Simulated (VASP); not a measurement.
Input:

```
RbBr
1.0
    4.89515     0.00000     0.00000
    0.00000     6.92279     0.00000
    0.00000     0.00000    24.86168
Rb Br
4 4
Direct
  0.00000   0.00000   0.35527
  0.50000   0.50000   0.44777
  0.00000   0.00000   0.55223
  0.50000   0.50000   0.64473
  0.50000   0.00000   0.44859
  0.00000   0.50000   0.35379
  0.50000   0.00000   0.64621
  0.00000   0.50000   0.55141
```

All values below come from r2SCAN meta-GGA, VASP's PBE PAW potentials (set 64) (plane waves; VASP). Settings: PREC = Normal, 400 eV cut-off, 4×3×1 Γ-centred mesh, Gaussian smearing of 0.050 eV, potentials Rb_sv Br.

Question: What does the run give for the energy per atom (σ→0), band gap (on the k-mesh) with the smallest direct gap where there is one?

Answer: 
| Quantity | Result |
|---|---|
| band gap (on the k-mesh) | 4.47 eV |
| smallest direct gap (on the k-mesh) | 4.47 eV |
| energy per atom (σ→0) | -15.458 eV/atom |

Total energies compare only between runs with the same potentials, cut-off and functional.

The cell is a thin slab with vacuum, built from RbBr (rock salt): (110) face.
